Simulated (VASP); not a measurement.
Output of a VASP run:

**OUTCAR**
```
 ion  position               nearest neighbor table
   1  0.000  0.000  0.000-   3 2.88   4 2.88   3 2.88   4 2.88   4 2.88   3 2.88   2 2.98   2 2.98
  LATTYP: Found a hexagonal cell.
 ALAT       =     4.2767720000
 C/A-ratio  =     1.3937551499
 Subroutine PRICEL returns:
 Original cell was already a primitive cell.
 Subroutine GETGRP returns: Found 24 space group operations
The static configuration has the point symmetry D_3d.
 The point group associated with its full space group is D_6h.
The dynamic configuration has the point symmetry D_3d.
 Subroutine INISYM returns: Found 24 space group operations
 Subroutine IBZKPT returns following result:
 Found      8 irreducible k-points:

 Following reciprocal coordinates:
            Coordinates               Weight
  0.000000  0.000000  0.000000      1.000000
  0.250000  0.000000  0.000000      6.000000
  0.500000  0.000000  0.000000      3.000000
  0.250000  0.250000  0.000000      6.000000
  0.000000  0.000000  0.333333      2.000000
  0.250000  0.000000  0.333333     12.000000
  0.500000  0.000000  0.333333      6.000000
  0.250000  0.250000  0.333333     12.000000
   k-points           NKPTS =      8   k-points in BZ     NKDIM =      8   number of bands    NBANDS=     24
   number of dos      NEDOS =    301   number of ions     NIONS =      4
   total plane-waves  NPLWV =  20736
   dimension x,y,z NGX =    24 NGY =   24 NGZ =   36
   dimension x,y,z NGXF=    48 NGYF=   48 NGZF=   72
   ions per type =               2   2
   PREC   = accura    normal or accurate (medium, high low for compatibility)
   ISTART =      0    job   : 0-new  1-cont  2-samecut
   ICHARG =      2    charge: 1-file 2-atom 10-const
   ISPIN  =      1    spin polarized calculation?
   LNONCOLLINEAR =      F non collinear calculations
   LSORBIT =      F    spin-orbit coupling
   INIWAV =      1    electr: 0-lowe 1-rand  2-diag
   ENCUT  =  300.0 eV  22.05 Ry    4.70 a.u.   6.04  6.04  8.42*2*pi/ulx,y,z
   NELM   =    100;   NELMIN=  2; NELMDL= -5     # of ELM steps
   EDIFF  = 0.1E-05   stopping-criterion for ELM
   LREAL  =      F    real-space projection
   NLSPLINE    = F    spline interpolate recip. space projectors
   LMAXMIX     =    4 max onsite mixed and CHGCAR
   VOSKOWN=      0    Vosko Wilk Nusair interpolation
   EDIFFG = 0.1E-04   stopping-criterion for IOM
   NSW    =      0    number of steps for IOM
   NBLOCK =      1;   KBLOCK =      1    inner block; outer block
   IBRION =     -1    ionic relax: 0-MD 1-quasi-New 2-CG
   NFREE  =      0    steps in history (QN), initial steepest desc. (CG)
   ISIF   =      2    stress and relaxation
   ISYM   =      2    0-nonsym 1-usesym 2-fastsym
   TEIN   =    0.0    initial temperature
   TEBEG  =    0.0;   TEEND  =   0.0 temperature during run
   SMASS  =  -3.00    Nose mass-parameter (am)
   PSTRESS=    0.0 pullay stress
   NELECT =      40.0000    total number of electrons
   EFERMI =   0.00;   METHOD = LEGACY
   ISMEAR =     0;   SIGMA  =   0.10  broadening in eV -4-tet -1-fermi 0-gaus
   IALGO  =     38    algorithm
   LDIAG  =      T    sub-space diagonalisation (order eigenvalues)
   IMIX   =      4    mixing-type and parameters
     AMIX     =   0.40;   BMIX     =  1.00
     AMIX_MAG =   1.60;   BMIX_MAG =  1.00
     AMIN     =   0.10
   GGA     = PE    functional components
   VOSKOWN =     0    Vosko Wilk Nusair interpolation
   LHFCALC =     F    Hartree Fock is set to
   LHFONE  =     F    Hartree Fock one center treatment
   AEXX    =    0.0000 exact exchange contribution
   IVDW    =     0    specifies the selected vdW correction
   LEPSILON=     F    determine dielectric tensor
   LRPA    =     F    only Hartree local field effects (RPA)
  energy-cutoff  :      300.00
  volume of cell :       94.42
      direct lattice vectors                 reciprocal lattice vectors
     4.276772000  0.000000000  0.000000000     0.233821209  0.134996745  0.000000000
    -2.138386000  3.703793000  0.000000000     0.000000000  0.269993490  0.000000000
     0.000000000  0.000000000  5.960773000     0.000000000  0.000000000  0.167763476
 k-point     1 :   0.0000 0.0000 0.0000  plane waves:    1109
...
```

File OSZICAR:
```
       N       E                     dE             d eps       ncg     rms          rms(c)
DAV:   1     0.319999073941E+03    0.32000E+03   -0.15375E+04   384   0.131E+03
DAV:   2     0.996123590111E+01   -0.31004E+03   -0.30746E+03   408   0.395E+02
DAV:   3    -0.165219639986E+02   -0.26483E+02   -0.26298E+02   504   0.132E+02
DAV:   4    -0.171524440614E+02   -0.63048E+00   -0.63031E+00   448   0.231E+01
DAV:   5    -0.171793699429E+02   -0.26926E-01   -0.26924E-01   616   0.396E+00    0.503E+00
DAV:   6    -0.165587328042E+02    0.62064E+00   -0.22903E+00   496   0.808E+00    0.280E+00
DAV:   7    -0.165603019203E+02   -0.15691E-02   -0.34554E-01   488   0.237E+00    0.166E+00
DAV:   8    -0.165597473698E+02    0.55455E-03   -0.56320E-02   496   0.196E+00    0.252E-01
DAV:   9    -0.165569471696E+02    0.28002E-02   -0.13747E-02   512   0.849E-01    0.920E-02
DAV:  10    -0.165570457365E+02   -0.98567E-04   -0.13094E-03   504   0.216E-01    0.383E-02
DAV:  11    -0.165570631424E+02   -0.17406E-04   -0.13835E-04   472   0.788E-02    0.778E-03
DAV:  12    -0.165570629970E+02    0.14546E-06   -0.12678E-05   432   0.199E-02    0.242E-03
DAV:  13    -0.165570628675E+02    0.12945E-06   -0.19336E-06   368   0.132E-02
   1 F= -.16557063E+02 E0= -.16552957E+02  d E =-.821168E-02
```

File OUTCAR:
```
------------------------ aborting loop because EDIFF is reached ----------------------------------------
  FORCE on cell =-STRESS in cart. coord.  units (eV):
  Direction    XX          YY          ZZ          XY          YZ          ZX
  --------------------------------------------------------------------------------------
  Total        1.4312182      1.4312180     15.5361988      0.0000000     -0.0000000      0.0000000
  in kB       24.2857230     24.2857204    263.6270471      0.0000000     -0.0000000      0.0000000
  external PRESSURE =     104.0661635 kB  Pullay stress =       0.0000000 kB
  volume of cell :       94.42
      direct lattice vectors                 reciprocal lattice vectors
     4.276772000  0.000000000  0.000000000     0.233821209  0.134996745  0.000000000
    -2.138386000  3.703793000  0.000000000     0.000000000  0.269993490  0.000000000
     0.000000000  0.000000000  5.960773000     0.000000000  0.000000000  0.167763476
 POSITION                                       TOTAL-FORCE (eV/Angst)
 -----------------------------------------------------------------------------------
      0.00000      0.00000      0.00000        -0.000000     -0.000000      0.000000
      0.00000      0.00000      2.98039        -0.000000     -0.000000      0.000000
     -0.00000      2.46920      1.49019        -0.000000      0.000000      0.000000
      2.13839      1.23460      4.47058         0.000000     -0.000000     -0.000000
 -----------------------------------------------------------------------------------
    total drift:                                0.000000     -0.000000      0.000000
  FREE ENERGIE OF THE ION-ELECTRON SYSTEM (eV)
  ---------------------------------------------------
  free  energy   TOTEN  =       -16.5570628675 eV

  energy  without entropy=      -16.5488511826  energy(sigma->0) =      -16.55295703
```
(Selected blocks of OUTCAR.)

POSCAR:
```
BiP
1
    4.2767720000     0.0000000000     0.0000000000
   -2.1383860000     3.7037930000     0.0000000000
    0.0000000000     0.0000000000     5.9607730000
Bi P
2 2
Direct
  0.0000000000   0.0000000000   0.0000000000
  0.0000000000   0.0000000000   0.5000000000
  0.3333330000   0.6666670000   0.2500000000
  0.6666670000   0.3333330000   0.7500000000
```

Q: Write an INCAR and KPOINTS that could have produced this output.

A: One answer among several that fit: the input of the run itself, PBE GGA, plane waves, VASP's PBE PAW potentials (set 64).

**INCAR**
```
! general
SYSTEM  = BiP
PREC    = Accurate
ENCUT   = 300
LREAL   = F
LASPH   = T

! electronic loop
EDIFF   = 1E-6
NELM    = 100
ALGO    = Normal
LMAXMIX = 4

! smearing
ISMEAR  = 0
SIGMA   = 0.1

! functional
GGA     = PE

! ions
ISIF    = 2

! output
LWAVE   = F
LCHARG  = F
```

**KPOINTS**
```
K-points
0
Gamma
4 4 3
0 0 0
```

POTCAR, in this order: Bi_d P (PBE.64 set). Program: vasp_std.

At this cut-off the stress carries a Pulay error, which pulls relaxed volumes low.

The structure was generated: BiP was put into an ordered model structure, which need not be its known phase. The cell was not relaxed at this level. The k-mesh is coarse (spacing up to 0.42 per Å, 2π included), so the numbers may not be converged in it. The run is one of a series of settings (KPOINTS 4×4×3 Γ-centred mesh against the base run), some of them coarse on purpose.
